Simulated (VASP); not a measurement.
# Lattice vibrations of TaSi2

Wanted: whether TaSi2 is dynamically stable, and its vibrational spectrum. The start is a cell from a database of measured crystal structures.

Program: VASP 6.6.1. Level of theory: PBE; plane waves and PAW (Ta_pv, Si). Results are calculated unless marked as measured.

This is a report of a sequence of runs, with most program output left out.

The database entry behind the starting cell has ideal inner coordinates that were not refined, so it need not match the best structure at ambient conditions.

**1. The structure**

Symmetry: P6_222, No. 180, hexagonal system. The conventional cell has a = 4.780 Å, b = 4.780 Å, c = 6.564 Å, α = 90.00°, β = 90.00°, γ = 120.00°. Nearest to Ta lie 10 Si at 2.59 to 2.76 Å. Nearest to Si lie 5 Si at 2.59 to 2.76 Å and 5 Ta at 2.59 to 2.76 Å. Farther neighbours are not listed.

As a file:

```xyz
9
Lattice="4.7800 0.0000 0.0000 -2.3900 4.1396 0.0000 0.0000 0.0000 6.5640" Properties=species:S:1:pos:R:3 pbc="T T T"
Ta   -1.1950    2.0698    1.0940
Ta    1.1950    2.0698    5.4700
Ta    2.3900    0.0000    3.2820
Si    1.1949    0.6899    1.0940
Si   -1.1951    3.4497    5.4700
Si    2.3900    2.7599    3.2820
Si    1.1951    3.4497    1.0940
Si    3.5851    0.6899    5.4700
Si    0.0000    1.3797    3.2820
```

**2. Relax the host**

Cell and atoms are relaxed first, so that later runs start from this functional's own cell.

The input, INCAR:

```
SYSTEM = TaSi2
PREC = Normal
ENCUT = 350
EDIFF = 1E-05
NELM = 120
ISMEAR = 0
SIGMA = 0.05
LREAL = Auto
ALGO = Fast
GGA = PE
NBANDS = 37
LASPH = .TRUE.
LORBIT = 11
LWAVE = .FALSE.
LCHARG = .FALSE.
KPAR = 4
IBRION = 2
NSW = 40
ISIF = 3
EDIFFG = -0.03
POTIM = 0.4
```

The input, POSCAR:

```
TaSi2
1.0
    4.7800000000      0.0000000000      0.0000000000
   -2.3900000000      4.1396014301      0.0000000000
    0.0000000000      0.0000000000      6.5640000000
Ta Si
3 6
Direct
    0.0000000000      0.5000000000      0.1666666667
    0.5000000000      0.5000000000      0.8333333333
    0.5000000000      0.0000000000      0.5000000000
    0.3333000000      0.1666500000      0.1666666667
    0.1666500000      0.8333500000      0.8333333333
    0.8333500000      0.6667000000      0.5000000000
    0.6667000000      0.8333500000      0.1666666667
    0.8333500000      0.1666500000      0.8333333333
    0.1666500000      0.3333000000      0.5000000000
```

The input, KPOINTS:

```
Automatic mesh
0
Gamma
4 4 3
0 0 0
```

Potentials, in the order of the species: Ta_pv and Si (PBE family, release 64).

Run with:

```console
$ mpirun -np 4 vasp_std
```

The job ended after 11 s (4 MPI ranks of AMD EPYC 9R45, shared host; peak memory 0.52 GiB; 44 s of CPU time).

This run has no spin polarisation. Its electron count is odd, so without a moment it is a metal by construction. The k-mesh is coarse for a metal. The run keeps the 12 symmetry operations of its start, so it cannot find a distortion of lower symmetry.

The steps of the relaxation:

```
step  energy less that of the first step (eV)  largest force (eV/Å)  pressure (GPa)  volume (Å³)
   1                                   0.0000                0.8273            3.52       129.88
   2                                  -0.1026                0.3587           -3.93       134.71
   3                                  -0.1108                0.4461           -2.38       133.63
   4                                  -0.1789                0.1697           -0.34       132.04
   5                                  -0.1854                0.0248            0.54       131.44
   6                                  -0.1891                0.0243           -0.12       132.02
```

```
conventional cell, symmetrised  before  after  change
                         a (Å)   4.780  4.805  +0.5 %
                         b (Å)   4.780  4.805  +0.5 %
                         c (Å)   6.564  6.604  +0.6 %
              volume (Å³/atom)   14.43  14.67  +1.6 %
```

The atoms that moved most (Å, as changes of fractional coordinates times the final cell):

```
atom      dx      dy     dz  length
 Si6   0.000   0.067  0.000   0.067
 Si9   0.000  -0.067  0.000   0.067
 Si7   0.058   0.034  0.000   0.067
 Si4  -0.058  -0.034  0.000   0.067
 Si8   0.058  -0.034  0.000   0.067
 Si5  -0.058   0.034  0.000   0.067
```

Final coordinates:

```cif
data_structure
_symmetry_space_group_name_H-M 'P 1'
_symmetry_Int_Tables_number 1
_cell_length_a 4.8045
_cell_length_b 4.8045
_cell_length_c 6.6038
_cell_angle_alpha 90.000
_cell_angle_beta 90.000
_cell_angle_gamma 120.000
_cell_volume 132.02
loop_
_atom_site_label
_atom_site_type_symbol
_atom_site_fract_x
_atom_site_fract_y
_atom_site_fract_z
_atom_site_occupancy
Ta1 Ta 0.00000 0.50000 0.16667 1
Ta2 Ta 0.50000 0.50000 0.83333 1
Ta3 Ta 0.50000 0.00000 0.50000 1
Si4 Si 0.31715 0.15858 0.16667 1
Si5 Si 0.15858 0.84142 0.83333 1
Si6 Si 0.84142 0.68285 0.50000 1
Si7 Si 0.68285 0.84142 0.16667 1
Si8 Si 0.84142 0.15858 0.83333 1
Si9 Si 0.15858 0.31715 0.50000 1
```

Numbers from this step:

```yaml
electronic_cycles: 50
electrons: 57
free_energy_toten: -72.2299 eV
energy_at_zero_smearing: -72.2259 eV
fermi_energy: 9.344 eV
pressure: -0.1165 GPa
labelled_metallic_from_the_levels_on_this_mesh: yes
```

The run ended after 6 ionic steps, 0.189 eV below its first step, once forces and stress met EDIFFG = -0.03.

**3. Tight relaxation**

Force constants are second derivatives, so residual forces and stress must first be far smaller than in an ordinary relaxation. Smearing and mesh differ from the relaxation before, which can move the cell too.

The input, INCAR:

```
SYSTEM = TaSi2
PREC = Accurate
ENCUT = 350
EDIFF = 1E-08
NELM = 120
ISMEAR = 1
SIGMA = 0.2
LREAL = .FALSE.
ALGO = Fast
GGA = PE
NBANDS = 37
LASPH = .TRUE.
LORBIT = 11
LWAVE = .FALSE.
LCHARG = .FALSE.
KPAR = 4
IBRION = 1
NSW = 30
ISIF = 3
EDIFFG = -0.002
POTIM = 0.4
```

The input, POSCAR:

```
TaSi2
1.0
    4.8045077205      0.0000000000      0.0000000000
   -2.4022538602      4.1608257386      0.0000000000
    0.0000000000      0.0000000000      6.6038350433
Ta Si
3 6
Direct
    0.0000000000      0.5000000000      0.1666666667
    0.5000000000      0.5000000000      0.8333333333
    0.5000000000      0.0000000000      0.5000000000
    0.3171507811      0.1585753906      0.1666666667
    0.1585753906      0.8414246094      0.8333333333
    0.8414246094      0.6828492189      0.5000000000
    0.6828492189      0.8414246094      0.1666666667
    0.8414246094      0.1585753906      0.8333333333
    0.1585753906      0.3171507811      0.5000000000
```

The input, KPOINTS:

```
Automatic mesh
0
Gamma
8 8 5
0 0 0
```

Run with:

```console
$ mpirun -np 4 vasp_std
```

It took 49 s on 4 MPI ranks; peak memory 0.82 GiB.

Relaxation path:

```
step  energy less that of the first step (eV)  largest force (eV/Å)  pressure (GPa)  volume (Å³)
   1                                   0.0000                0.0351           -0.23       132.02
   2                                  -0.0005                0.0092            0.30       131.70
   3                                  -0.0007                0.0086           -0.07       131.94
   4                                  -0.0008                0.0056            0.00       131.89
   5                                  -0.0008                0.0023            0.00       131.89
   6                                  -0.0008                0.0000            0.00       131.89
```

```
conventional cell, symmetrised  before  after  change
                         a (Å)   4.805  4.806  +0.0 %
                         b (Å)   4.805  4.806  +0.0 %
                         c (Å)   6.604  6.593  -0.2 %
              volume (Å³/atom)   14.67  14.65  -0.1 %
```

The relaxed structure:

```cif
data_structure
_symmetry_space_group_name_H-M 'P 1'
_symmetry_Int_Tables_number 1
_cell_length_a 4.8062
_cell_length_b 4.8062
_cell_length_c 6.5930
_cell_angle_alpha 90.000
_cell_angle_beta 90.000
_cell_angle_gamma 120.000
_cell_volume 131.89
loop_
_atom_site_label
_atom_site_type_symbol
_atom_site_fract_x
_atom_site_fract_y
_atom_site_fract_z
_atom_site_occupancy
Ta1 Ta 0.00000 0.50000 0.16667 1
Ta2 Ta 0.50000 0.50000 0.83333 1
Ta3 Ta 0.50000 0.00000 0.50000 1
Si4 Si 0.31769 0.15884 0.16667 1
Si5 Si 0.15884 0.84116 0.83333 1
Si6 Si 0.84116 0.68231 0.50000 1
Si7 Si 0.68231 0.84116 0.16667 1
Si8 Si 0.84116 0.15884 0.83333 1
Si9 Si 0.15884 0.31769 0.50000 1
```

Numbers from this step:

```
electronic cycles       : 64
free energy (TOTEN)     : -72.2570 eV
energy at zero smearing : -72.2576 eV
Fermi energy            : 9.211 eV
pressure                : 1.57e-4 GPa
```

The run ended after 6 ionic steps, 0.001 eV below its first step, once forces and stress met EDIFFG = -0.002.

**4. Force constants in the supercell**

System of this step: TaSi2. Symmetry: P6_222, No. 180, hexagonal system. Conventional cell: a = 4.806 Å, b = 4.806 Å, c = 6.593 Å, α = 90.00°, β = 90.00°, γ = 120.00°. Nearest to Ta lie 10 Si at 2.62 to 2.84 Å. Si has 5 Si at 2.56 to 2.84 Å and 5 Ta at 2.62 to 2.84 Å nearest. Si has 5 Si at 2.56 to 2.84 Å and 5 Ta at 2.62 to 2.84 Å nearest. Farther neighbours are not listed.

Each independent atom is moved by 0.015 Å both ways; the forces give the force constants out to half the supercell.

The input, INCAR:

```
SYSTEM = TaSi2
PREC = Accurate
ENCUT = 350
EDIFF = 1E-07
NELM = 120
ISMEAR = 1
SIGMA = 0.2
LREAL = Auto
ALGO = Fast
GGA = PE
NBANDS = 140
LASPH = .TRUE.
LWAVE = .FALSE.
LCHARG = .FALSE.
KPAR = 4
IBRION = 6
NSW = 1
NFREE = 2
POTIM = 0.015
ISIF = 0
ADDGRID = .TRUE.
```

The input, POSCAR:

```
TaSi2
1.0
   -7.2092448641      4.1622594629      6.5930040341
    7.2092448641     -4.1622594629      6.5930040341
    2.4030816215      4.1622594629     -6.5930040341
Ta Si
12 24
Direct
    0.3333333334      0.0833333333      0.2500000000
    0.8333333334      0.5833333334      0.2500000000
    0.8333333334      0.0833333333      0.7500000000
    0.3333333334      0.5833333334      0.7500000000
    0.6666666667      0.6666666667      0.5000000000
    0.1666666667      0.1666666666      0.5000000000
    0.1666666667      0.6666666667      0.0000000000
    0.6666666667      0.1666666667      0.0000000000
    0.2500000000      0.5000000000      0.2500000000
    0.7500000000      0.0000000000      0.2500000000
    0.7500000000      0.5000000000      0.7500000000
    0.2500000000      0.0000000000      0.7500000000
    0.1627555611      0.2421777888      0.2382666831
    0.6627555611      0.7421777888      0.2382666831
    0.6627555610      0.2421777888      0.7382666831
    0.1627555610      0.7421777888      0.7382666831
    0.8372444389      0.4960888943      0.5000000000
    0.3372444390      0.9960888944      0.5000000000
    0.3372444390      0.4960888944      0.0000000000
    0.8372444390      0.9960888944      0.0000000000
    0.5911555446      0.6705777723      0.7617333169
    0.0911555446      0.1705777723      0.7617333169
    0.0911555446      0.6705777723      0.2617333169
    0.5911555446      0.1705777723      0.2617333169
    0.5039111057      0.4244888780      0.7617333169
    0.0039111057      0.9244888780      0.7617333169
    0.0039111057      0.4244888780      0.2617333169
    0.5039111056      0.9244888780      0.2617333169
    0.4960888944      0.8372444390      0.5000000000
    0.9960888944      0.3372444390      0.5000000000
    0.9960888944      0.8372444390      0.0000000000
    0.4960888944      0.3372444390      0.0000000000
    0.4088444554      0.3294222277      0.2382666831
    0.9088444554      0.8294222277      0.2382666831
    0.9088444554      0.3294222277      0.7382666831
    0.4088444554      0.8294222277      0.7382666831
```

The input, KPOINTS:

```
Automatic mesh
0
Gamma
6 6 6
0 0 0
```

Run with:

```console
$ mpirun -np 4 vasp_std
```

Elapsed: 2.6 h, on 4 MPI ranks.

The run was stopped at its time limit, so it gives no result of its own.

**5. Results**

```yaml
result: none
```

What this shows: The session ends without its result: «force constants in the supercell» met its time limit.

[Lines on the potential files, build, host, timing and source positions are cut from VASP's logs without a mark.]

[Logs are printed without paths, hosts, clocks, repeated set-up lines and the standing remarks that a program may print on its own settings, such as how far it seeks lower states.]

[Hosts, paths, dates, database ids (printed as entryN), source tags and the programs' standing remarks are cut or masked in the printed files.]

[Runs that stopped without an error message from VASP are left out.]
